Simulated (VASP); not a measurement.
Output of a VASP run:

### OSZICAR
```
       N       E                     dE             d eps       ncg     rms          rms(c)
DAV:   1     0.317704654237E+03    0.31770E+03   -0.15484E+04  1688   0.119E+03
DAV:   2    -0.263245118008E+02   -0.34403E+03   -0.33743E+03  2184   0.386E+02
DAV:   3    -0.522380167762E+02   -0.25914E+02   -0.25903E+02  2576   0.109E+02
DAV:   4    -0.530832906137E+02   -0.84527E+00   -0.84505E+00  2464   0.165E+01
DAV:   5    -0.531019152955E+02   -0.18625E-01   -0.18624E-01  2400   0.206E+00    0.247E+01
DAV:   6    -0.445763416824E+02    0.85256E+01   -0.48857E+01  2560   0.629E+01    0.153E+01
DAV:   7    -0.444729584550E+02    0.10338E+00   -0.68429E+00  2144   0.184E+01    0.932E+00
DAV:   8    -0.444641478122E+02    0.88106E-02   -0.23992E+00  2128   0.152E+01    0.384E+00
DAV:   9    -0.442904306260E+02    0.17372E+00   -0.78700E-01  1944   0.838E+00    0.728E-01
DAV:  10    -0.442947668747E+02   -0.43362E-02   -0.71539E-02  2392   0.161E+00    0.765E-01
DAV:  11    -0.442882538806E+02    0.65130E-02   -0.61541E-02  2216   0.236E+00    0.259E-01
DAV:  12    -0.442875048982E+02    0.74898E-03   -0.60472E-03  1768   0.915E-01
   1 F= -.44287505E+02 E0= -.44290560E+02  d E =0.916495E-02
```

### OUTCAR
```
------------------------ aborting loop because EDIFF is reached ----------------------------------------
  FORCE on cell =-STRESS in cart. coord.  units (eV):
  Direction    XX          YY          ZZ          XY          YZ          ZX
  --------------------------------------------------------------------------------------
  Total      -25.3880570    -25.3880570    -25.3880570     -0.0000000     -0.0000000      0.0000000
  in kB     -644.4347409   -644.4347409   -644.4347409     -0.0000000     -0.0000000      0.0000000
  external PRESSURE =    -644.4347409 kB  Pullay stress =       0.0000000 kB
  volume of cell :       63.12
      direct lattice vectors                 reciprocal lattice vectors
     3.981564000  0.000000000  0.000000000     0.251157585  0.000000000  0.000000000
     0.000000000  3.981564000  0.000000000     0.000000000  0.251157585  0.000000000
     0.000000000  0.000000000  3.981564000     0.000000000  0.000000000  0.251157585
 POSITION                                       TOTAL-FORCE (eV/Angst)
 -----------------------------------------------------------------------------------
      0.00000      0.00000      0.00000         0.000000      0.000000      0.000000
      1.99078      1.99078      1.99078         0.000000      0.000000      0.000000
      1.99078      0.00000      1.99078         0.000000      0.000000      0.000000
      0.00000      1.99078      1.99078         0.000000      0.000000      0.000000
      1.99078      1.99078      0.00000         0.000000      0.000000      0.000000
 -----------------------------------------------------------------------------------
    total drift:                                0.000000     -0.000000     -0.000000
  FREE ENERGIE OF THE ION-ELECTRON SYSTEM (eV)
  ---------------------------------------------------
  free  energy   TOTEN  =       -44.2875048982 eV

  energy  without entropy=      -44.2966698523  energy(sigma->0) =      -44.29055988
```
(Selected blocks of OUTCAR.)

POSCAR:
```
SrTiO3
1
    3.9815640000     0.0000000000     0.0000000000
    0.0000000000     3.9815640000     0.0000000000
    0.0000000000     0.0000000000     3.9815640000
Sr Ti O
1 1 3
Direct
  0.0000000000   0.0000000000   0.0000000000
  0.5000000000   0.5000000000   0.5000000000
  0.5000000000   0.0000000000   0.5000000000
  0.0000000000   0.5000000000   0.5000000000
  0.5000000000   0.5000000000   0.0000000000
```

Q: Reconstruct the remaining input files.

A: Several could match; the one computed here: the input of the run itself, LDA (Ceperley-Alder, Perdew-Zunger), plane waves, VASP's LDA PAW potentials (set 64).

### INCAR
```
SYSTEM = SrTiO3
PREC = Accurate; ENCUT = 280; LREAL = .FALSE.
LASPH = .TRUE.
EDIFF = 1E-03; NELM = 100; ALGO = Normal
LMAXMIX = 4
ISMEAR = 1; SIGMA = 0.272
ISIF = 2
LWAVE = .FALSE.; LCHARG = .FALSE.
```

**KPOINTS**
```
Automatic mesh
0
Gamma
8 8 8
0 0 0
```

POTCAR, in this order: Sr_sv Ti_sv O (LDA.64 set). Program: vasp_std.

At this cut-off the stress carries a Pulay error, which pulls relaxed volumes low.

The structure comes from a computed database's SrTiO3 entry; how it stands against other phases isn't given here. The cell was not relaxed at this level. The run is one of a series of settings (EDIFF = 1E-03, ENCUT = 280, GGA removed, ISMEAR = 1, SIGMA = 0.272, POTCAR Sr_sv Ti_sv O (LDA.64 set) against the base run), some of them coarse on purpose.
